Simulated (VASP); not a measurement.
OSZICAR of a VASP run on KMgF$_{3}$ (space group Pm-3m):

OSZICAR:
```
       N       E                     dE             d eps       ncg     rms          rms(c)
DAV:   1    -0.182051978558E+03   -0.18205E+03   -0.16232E+04    40   0.125E+03
DAV:   2    -0.426906058553E+03   -0.24485E+03   -0.23058E+03    60   0.349E+02
DAV:   3    -0.438227306146E+03   -0.11321E+02   -0.11201E+02    48   0.769E+01
DAV:   4    -0.438911881335E+03   -0.68458E+00   -0.68360E+00    64   0.120E+01
DAV:   5    -0.311287589286E+02    0.40778E+03   -0.36114E+00    44   0.219E+01    0.106E+01
DAV:   6    -0.274901823385E+02    0.36386E+01   -0.12487E+01    40   0.294E+01    0.397E+00
DAV:   7    -0.276913157054E+02   -0.20113E+00   -0.19832E+00    44   0.101E+01    0.348E+00
DAV:   8    -0.276772861654E+02    0.14030E-01   -0.31067E-02    40   0.185E+00    0.215E+00
DAV:   9    -0.276636489350E+02    0.13637E-01   -0.34500E-02    44   0.175E+00    0.115E+00
DAV:  10    -0.276613868453E+02    0.22621E-02   -0.54026E-03    56   0.773E-01    0.672E-01
DAV:  11    -0.276598062821E+02    0.15806E-02   -0.11734E-03    44   0.365E-01    0.426E-01
DAV:  12    -0.276590527529E+02    0.75353E-03   -0.61886E-04    40   0.244E-01    0.273E-01
DAV:  13    -0.276587456075E+02    0.30715E-03   -0.21334E-04    44   0.156E-01    0.171E-01
DAV:  14    -0.276586259611E+02    0.11965E-03   -0.83881E-05    44   0.993E-02    0.105E-01
DAV:  15    -0.276585819511E+02    0.44010E-04   -0.39258E-05    52   0.631E-02    0.640E-02
DAV:  16    -0.276585654660E+02    0.16485E-04   -0.12933E-05    44   0.403E-02    0.391E-02
DAV:  17    -0.276585594098E+02    0.60562E-05   -0.55259E-06    44   0.258E-02    0.241E-02
DAV:  18    -0.276585571965E+02    0.22133E-05   -0.22095E-06    28   0.164E-02    0.146E-02
DAV:  19    -0.276585564008E+02    0.79573E-06   -0.10666E-06    28   0.113E-02
   1 F= -.27658556E+02 E0= -.27658556E+02  d E =-.102597E-28
```

**Question.** Which electronic solver shows in the log?

**Answer.** It is blocked Davidson (ALGO = Normal, or the opening steps of other solvers). The INCAR had ALGO = Normal.

**Question.** Can the final energy be trusted as converged?

**Answer.** The calculation finished and met its thresholds. It stopped with EDIFF = 1E-6, NELM = 100 (HSE06 screened hybrid, plane waves, VASP's PBE PAW potentials (set 64)).

The structure comes from a computed database's KMgF3 entry; how it stands against other phases isn't given here. The cell was not relaxed at this level. The k-mesh is coarse (spacing up to 1.58 per Å, 2π included), so the numbers may not be converged in it. The run is one of a series of settings (AEXX = 0.25, GGA = PE, HFSCREEN = 0.2, ISYM = 3, LHFCALC = .TRUE., PRECFOCK = Fast, KPOINTS 1×1×1 Γ-centred mesh against the base run), some of them coarse on purpose.
